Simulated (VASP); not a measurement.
Calculation: PBEsol GGA, VASP's PBE PAW potentials (set 64) (plane waves; VASP).

VASP input:

### INCAR
```
# general
SYSTEM =TiO2
PREC   =Accurate
ENCUT  =520
LREAL  =.FALSE.
LASPH  =.TRUE.
ICHARG =11

# electronic loop
EDIFF  =1E-7
NELM   =100
ALGO   =Normal
LMAXMIX=4

# smearing
ISMEAR =0
SIGMA  =0.05

# functional
GGA    =PS

# output
LWAVE  =.FALSE.
LCHARG =.FALSE.
LORBIT =11
```

KPOINTS:
```
k-points along high-symmetry lines
10
Line-mode
Reciprocal
  0.000000   0.000000   0.000000 ! GAMMA
  0.000000   0.500000   0.000000 ! X

  0.000000   0.500000   0.000000 ! X
  0.500000   0.500000   0.000000 ! M

  0.500000   0.500000   0.000000 ! M
  0.000000   0.000000   0.000000 ! GAMMA

  0.000000   0.000000   0.000000 ! GAMMA
  0.000000   0.000000   0.500000 ! Z

  0.000000   0.000000   0.500000 ! Z
  0.000000   0.500000   0.500000 ! R

  0.000000   0.500000   0.500000 ! R
  0.500000   0.500000   0.500000 ! A

  0.500000   0.500000   0.500000 ! A
  0.000000   0.000000   0.500000 ! Z

  0.000000   0.500000   0.000000 ! X
  0.000000   0.500000   0.500000 ! R

  0.500000   0.500000   0.000000 ! M
  0.500000   0.500000   0.500000 ! A
```

File POSCAR:
```
TiO2
1
    4.5947056162     0.0000000000     0.0000000000
    0.0000000000     4.5947056162     0.0000000000
    0.0000000000     0.0000000000     2.9437175501
Ti O
2 4
Direct
  0.0000000000   0.0000000000   0.0000000000
  0.5000000000   0.5000000000   0.5000000000
  0.3042739315   0.3042739315   0.0000000000
  0.8042739315   0.1957260685   0.5000000000
  0.1957260685   0.8042739315   0.5000000000
  0.6957260685   0.6957260685   0.0000000000
```

POTCAR, in this order: Ti_sv O (PBE.64 set). Program: vasp_std. Read from the step before: CHGCAR.

Output of the run:

### OSZICAR
```
       N       E                     dE             d eps       ncg     rms          rms(c)
DAV:   1     0.612053454565E+03    0.61205E+03   -0.25720E+04  5040   0.207E+03
DAV:   2     0.446883990488E+02   -0.56737E+03   -0.55106E+03  5224   0.577E+02
DAV:   3    -0.493320830035E+02   -0.94020E+02   -0.88755E+02  8240   0.192E+02
DAV:   4    -0.553416185466E+02   -0.60095E+01   -0.59166E+01  6956   0.496E+01
DAV:   5    -0.556275670305E+02   -0.28595E+00   -0.28462E+00  7120   0.845E+00
DAV:   6    -0.556324929156E+02   -0.49259E-02   -0.49174E-02  6668   0.122E+00
DAV:   7    -0.556326815641E+02   -0.18865E-03   -0.18856E-03  7156   0.192E-01
DAV:   8    -0.556326855723E+02   -0.40082E-05   -0.40067E-05  6688   0.237E-02
DAV:   9    -0.556326857410E+02   -0.16869E-06   -0.16864E-06  6372   0.400E-03
DAV:  10    -0.556326857454E+02   -0.44492E-08   -0.44558E-08  3664   0.654E-04
   1 F= -.55632686E+02 E0= -.55632686E+02  d E =-.486428E-28
```

OUTCAR:
```
 val. band max:        4.7756526733   @ k =   0.0000   0.0000   0.0000

 cond. band min:       6.6011909770   @ k =   0.0000   0.0000   0.0000



 k-point     1 :       0.0000    0.0000    0.0000
  band No.  band energies     occupation
      1     -51.8661      2.00000
      2     -51.8480      2.00000
      3     -28.2932      2.00000
      4     -28.2932      2.00000
      5     -28.1212      2.00000
      6     -28.1212      2.00000
      7     -28.0780      2.00000
      8     -28.0431      2.00000
      9     -13.3896      2.00000
     10     -12.1896      2.00000
     11     -11.4347      2.00000
     12     -11.4347      2.00000
     13      -1.0839      2.00000
     14      -0.6431      2.00000
     15      -0.2609      2.00000
     16       0.9347      2.00000
     17       0.9347      2.00000
     18       2.1653      2.00000
     19       2.1653      2.00000
     20       2.7989      2.00000
     21       4.0840      2.00000
     22       4.3159      2.00000
     23       4.3159      2.00000
     24       4.7757      2.00000
     25       6.6012      0.00000
     26       6.8774      0.00000
     27       7.1885      0.00000
     28       7.2703      0.00000

 k-point     2 :       0.0000    0.0556    0.0000
  band No.  band energies     occupation
      1     -51.8659      2.00000
      2     -51.8482      2.00000
      3     -28.2921      2.00000
      4     -28.2920      2.00000
      5     -28.1225      2.00000
      6     -28.1224      2.00000
      7     -28.0777      2.00000
      8     -28.0434      2.00000
      9     -13.3783      2.00000
     10     -12.1896      2.00000
     11     -11.4468      2.00000
     12     -11.4391      2.00000
     13      -1.0623      2.00000
     14      -0.6301      2.00000
     15      -0.2409      2.00000
     16       0.9360      2.00000
     17       0.9371      2.00000
     18       2.1443      2.00000
     19       2.1614      2.00000
     20       2.7998      2.00000
     21       4.0622      2.00000
...
```

The density is held fixed in this step, so its total energy and stress have no physical meaning.

The compound is TiO2 in the rutile structure. It was relaxed first.
